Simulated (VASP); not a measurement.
Given:

```xyz
9
Lattice="4.8442 0.0000 0.0000 -2.4221 4.1952 0.0000 0.0000 0.0000 5.3531" Properties=species:S:1:pos:R:3 pbc="T T T"
Si     1.2864     2.2280     0.0000
Si     2.2715     0.0000     1.7844
Si    -1.1357     1.9672     3.5687
O      0.3029     1.7343     4.2016
O      0.7687     3.5904     0.6329
O     -1.0716     3.0658     2.4172
O      1.3505     1.1294     1.1515
O      2.7250     2.4609     4.7202
O      3.1908     0.6048     2.9359
```

Calculation: PBE GGA, VASP's PBE PAW potentials (set 64) (plane waves; VASP). Numerical set-up: 400 eV cut-off, 4×4×3 Γ-centred mesh, Gaussian smearing of 0.010 eV, potentials Si O.

At this cut-off the stress carries a Pulay error, which pulls relaxed volumes low.

**Question.** Give the force on each atom (eV/Å).

**Answer.** 
```json
[
 {"atom": "Si1", "Fx": "0.009", "Fy": "0.016", "Fz": "0.000"},
 {"atom": "Si2", "Fx": "-0.019", "Fy": "0.000", "Fz": "0.000"},
 {"atom": "Si3", "Fx": "0.009", "Fy": "-0.016", "Fz": "0.000"},
 {"atom": "O4", "Fx": "0.369", "Fy": "-0.599", "Fz": "-0.394"},
 {"atom": "O5", "Fx": "0.334", "Fy": "0.619", "Fz": "-0.394"},
 {"atom": "O6", "Fx": "-0.703", "Fy": "-0.021", "Fz": "-0.394"},
 {"atom": "O7", "Fx": "-0.703", "Fy": "0.021", "Fz": "0.394"},
 {"atom": "O8", "Fx": "0.369", "Fy": "0.599", "Fz": "0.394"},
 {"atom": "O9", "Fx": "0.334", "Fy": "-0.619", "Fz": "0.394"}
]
```

**Question.** Give the stress tensor in GPa (positive for a compressed cell).

**Answer.** 
```
10.25   0.00   0.00
 0.00  10.25   0.00
 0.00   0.00  10.27
```
The pressure is its mean diagonal, 10.26 GPa.

The structure comes from a computed database's SiO2 entry; how it stands against other phases isn't given here. The cell was not relaxed at this level.
